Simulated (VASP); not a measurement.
An input for Ansatz (written as the equivalent of a VASP run, and not itself run):

Ansatz 0.2 input:
```yaml
crystal:
  lattice:
    - [4.5138778, 0.0000000, 0.0000000]
    - [-2.2569389, 3.9091327, 0.0000000]
    - [0.0000000, 0.0000000, 6.9427450]
  atoms:
    - { symbol: Co, position: [0.5000000, 1.0000000, 0.0000000] }
    - { symbol: Co, position: [0.5000000, 0.5000000, 0.3333330] }
    - { symbol: Co, position: [1.0000000, 0.5000000, 0.6666670] }
    - { symbol: Ge, position: [0.1705372, 0.3410744, 0.0000000] }
    - { symbol: Ge, position: [0.8294628, 0.1705372, 0.3333330] }
    - { symbol: Ge, position: [0.6589256, 0.8294628, 0.6666670] }
    - { symbol: Ge, position: [0.8294628, 0.6589256, 0.0000000] }
    - { symbol: Ge, position: [0.1705372, 0.8294628, 0.3333330] }
    - { symbol: Ge, position: [0.3410744, 0.1705372, 0.6666670] }
kpoints:
  mp_grid: { grid: [9, 9, 5] }
hamiltonian:
  xc: pbesol
  pseudopotentials: { kind: paw }
scf:
  occupations: { method: tetrahedron }
  max_iter: 100
output: { forces: true, stress: true, eigenvalues: true }
```

Question: Write the VASP files for the same calculation (PBEsol).

Answer: Several could match; the one computed here: 
**POSCAR**
```
CoGe2
1
    4.5138777948     0.0000000000     0.0000000000
   -2.2569388974     3.9091327260     0.0000000000
    0.0000000000     0.0000000000     6.9427450452
Co Ge
3 6
Direct
  0.5000000000   1.0000000000   0.0000000000
  0.5000000000   0.5000000000   0.3333330000
  1.0000000000   0.5000000000   0.6666670000
  0.1705372005   0.3410744010   0.0000000000
  0.8294627995   0.1705372005   0.3333330000
  0.6589255990   0.8294627995   0.6666670000
  0.8294627995   0.6589255990   0.0000000000
  0.1705372005   0.8294627995   0.3333330000
  0.3410744010   0.1705372005   0.6666670000
```

### INCAR
```
ALGO = Normal
EDIFF = 1E-7
ENCUT = 400
GGA = PS
ISIF = 2
ISMEAR = -5
LASPH = .TRUE.
LCHARG = .TRUE.
LEFG = .TRUE.
LMAXMIX = 4
LORBIT = 11
LREAL = .FALSE.
LWAVE = .FALSE.
NEDOS = 601
NELM = 100
PREC = Accurate
SYSTEM = CoGe2
```

KPOINTS:
```
kpoints
0
G
  9 9 5
```

POTCAR, in this order: Co Ge_d (PBE.64 set). Program: vasp_std.

Limits of the translation: each code has its own PAW files, so the cut-off isn't converted (ENCUT is set for VASP's; basis.ecutwfc is left out, and Ansatz then takes the one that its files recommend); Ansatz stops its SCF on the density residual and VASP on the energy change (EDIFF); the field gradients of LEFG aren't asked of the other code.

The structure was generated: CoGe2 was put into the CrSi2 type (P6_222), which need not be its known phase. It was relaxed first.
